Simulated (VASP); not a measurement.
Energy against volume of ZnF2 (rutile). These are rev-vdW-DF2, VASP's PBE PAW potentials (set 64) (plane waves; VASP) values and carry that method's errors. Settings: 520 eV cut-off, 5×5×7 Γ-centred mesh, Gaussian smearing of 0.050 eV, potentials Zn F.

Shape and ions are relaxed at each volume.

```
V (Å³/atom)  E (eV/atom)
-----------  -----------
11.174          -1.88614
11.531          -1.89955
11.887          -1.90443
12.244          -1.90219
```

Problem. Fit these four points and predict the energy of the run at 12.600 Å³/atom.

Solution. A cubic in V^(−2/3), the third-order Birch-Murnaghan form, passes through the four points with V0 = 11.94 Å³/atom and B0 = 104 GPa, and gives -1.8940 eV/atom there. The run gave -1.8941 eV/atom, -0.1 meV/atom from the fit; all five points give B0 = 103 GPa.

The compound is ZnF2 in the rutile structure. It was relaxed first.
